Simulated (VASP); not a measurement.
Here is the system:

```xyz
2
Lattice="0.0000 2.5473 2.5473 2.5473 0.0000 2.5473 2.5473 2.5473 0.0000" Properties=species:S:1:pos:R:3 pbc="T T T"
Nb     0.0000     0.0000     0.0000
Si     2.5473     2.5473     2.5473
```

These are PBEsol GGA, VASP's PBE PAW potentials (set 64) (plane waves; VASP 6.6.1) values and carry that method's errors. Numerical set-up: 400 eV cut-off, Gaussian smearing of 0.050 eV, potentials Nb_sv Si.

Q: Give the energies of bands 6 to 11 at the high-symmetry points, in eV from the Fermi level.

A: 
| band | Γ | X | U | L | W |
|---|---|---|---|---|---|
| 6 | -1.38 | -3.58 | -4.16 | -6.12 | -3.68 |
| 7 | -1.38 | -3.40 | -3.67 | -3.33 | -3.68 |
| 8 | -1.38 | 0.04 | -2.17 | -3.33 | -3.19 |
| 9 | -0.78 | 0.04 | -0.09 | 1.30 | 1.62 |
| 10 | -0.78 | 0.34 | 1.49 | 1.30 | 1.62 |
| 11 | 2.48 | 2.00 | 2.63 | 2.60 | 1.97 |

It has no gap at this level: it comes out as a metal or semimetal.

The structure was generated: NbSi was put into the rock salt type (Fm-3m), which need not be its known phase. It was relaxed first, which changed the volume by -37 %. The electron count is odd and the run is not spin-polarised, which forces a metal.
